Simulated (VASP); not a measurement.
Method: PBE GGA with D3 dispersion (zero damping), VASP's PBE PAW potentials (set 64) (plane waves; VASP).

Input for VASP

### POSCAR
```
CsPbCl3
1.0
  5.6258086050   0.0000000000   0.0000000000
  0.0000000000   5.6258086050   0.0000000000
  0.0000000000   0.0000000000   5.6258086050
Cs Pb Cl
1 1 3
Direct
  0.0000000000   0.0000000000   0.0000000000
  0.5000000000   0.5000000000   0.5000000000
  0.5000000000   0.0000000000   0.5000000000
  0.0000000000   0.5000000000   0.5000000000
  0.5000000000   0.5000000000   0.0000000000
```

INCAR:
```
! general
SYSTEM =CsPbCl3
PREC   =Accurate
ENCUT  =520   ! plane-wave cut-off (eV)
LREAL  =.FALSE.
LASPH  =.TRUE.   ! aspherical one-centre terms

! electronic loop
EDIFF  =1E-7
NELM   =100   ! most electronic steps
ALGO   =Normal   ! blocked Davidson
LMAXMIX=4

! smearing
ISMEAR =0   ! Gaussian
SIGMA  =0.05   ! width (eV)

! functional
GGA    =PE
IVDW   =11   ! D3, zero damping

! ions
ISIF   =2   ! forces and stress, cell fixed

! output
LWAVE  =.FALSE.
LCHARG =.FALSE.
```

**KPOINTS**
```
Automatic mesh
0
Gamma
4 4 4
0 0 0
```

POTCAR, in this order: Cs_sv Pb_d Cl (PBE.64 set). Program: vasp_std.

Output

OSZICAR:
```
       N       E                     dE             d eps       ncg     rms          rms(c)
DAV:   1     0.426875783307E+03    0.42688E+03   -0.19558E+04   520   0.155E+03
DAV:   2     0.320931344844E+02   -0.39478E+03   -0.38665E+03   656   0.352E+02
DAV:   3    -0.164241196042E+02   -0.48517E+02   -0.47965E+02   620   0.133E+02
DAV:   4    -0.183189523005E+02   -0.18948E+01   -0.18906E+01   696   0.336E+01
DAV:   5    -0.183739177621E+02   -0.54965E-01   -0.54945E-01   728   0.434E+00    0.532E+00
DAV:   6    -0.175253839062E+02    0.84853E+00   -0.18426E+00   722   0.141E+01    0.351E+00
DAV:   7    -0.174852792274E+02    0.40105E-01   -0.65831E-01   756   0.499E+00    0.188E+00
DAV:   8    -0.174993874114E+02   -0.14108E-01   -0.76837E-02   760   0.241E+00    0.245E-01
DAV:   9    -0.174987618488E+02    0.62556E-03   -0.16367E-02   742   0.102E+00    0.131E-01
DAV:  10    -0.174992829435E+02   -0.52109E-03   -0.16933E-03   620   0.270E-01    0.447E-02
DAV:  11    -0.174993574659E+02   -0.74522E-04   -0.17109E-04   726   0.114E-01    0.125E-02
DAV:  12    -0.174993620273E+02   -0.45615E-05   -0.25028E-05   680   0.605E-02    0.660E-03
DAV:  13    -0.174993615715E+02    0.45579E-06   -0.23016E-06   708   0.123E-02    0.226E-03
DAV:  14    -0.174993617969E+02   -0.22534E-06   -0.57658E-07   538   0.629E-03    0.470E-04
DAV:  15    -0.174993618045E+02   -0.76147E-08   -0.21812E-08   404   0.177E-03
   1 F= -.18534864E+02 E0= -.18534864E+02  d E =-.796031E-16
```

### OUTCAR
```
------------------------ aborting loop because EDIFF is reached ----------------------------------------
 Edisp (eV)   -1.03550
  FORCE on cell =-STRESS in cart. coord.  units (eV):
  Direction    XX          YY          ZZ          XY          YZ          ZX
  --------------------------------------------------------------------------------------
  Total       1.00703     1.00703     1.00703    -0.00000    -0.00000     0.00000
  in kB       9.06148     9.06148     9.06148    -0.00000    -0.00000     0.00000
  external pressure =        9.06 kB  Pullay stress =        0.00 kB
  volume of cell :      178.06
      direct lattice vectors                 reciprocal lattice vectors
     5.625808605  0.000000000  0.000000000     0.177752226  0.000000000  0.000000000
     0.000000000  5.625808605  0.000000000     0.000000000  0.177752226  0.000000000
     0.000000000  0.000000000  5.625808605     0.000000000  0.000000000  0.177752226
 POSITION                                       TOTAL-FORCE (eV/Angst)
 -----------------------------------------------------------------------------------
      0.00000      0.00000      0.00000         0.000000      0.000000      0.000000
      2.81290      2.81290      2.81290         0.000000      0.000000      0.000000
      2.81290      0.00000      2.81290         0.000000      0.000000      0.000000
      0.00000      2.81290      2.81290         0.000000      0.000000      0.000000
      2.81290      2.81290      0.00000         0.000000      0.000000      0.000000
 -----------------------------------------------------------------------------------
    total drift:                                0.000000     -0.000000     -0.000000
  FREE ENERGIE OF THE ION-ELECTRON SYSTEM (eV)
  ---------------------------------------------------
  free  energy   TOTEN  =       -18.5348639567 eV

  energy  without entropy=      -18.5348639567  energy(sigma->0) =      -18.53486396
```
(Selected blocks of OUTCAR.)

The compound is CsPbCl3 in the cubic perovskite structure, the ideal cubic form; the compound distorts at low or room temperature. This cell is one point of a volume scan, at 0.97 of the reference volume.
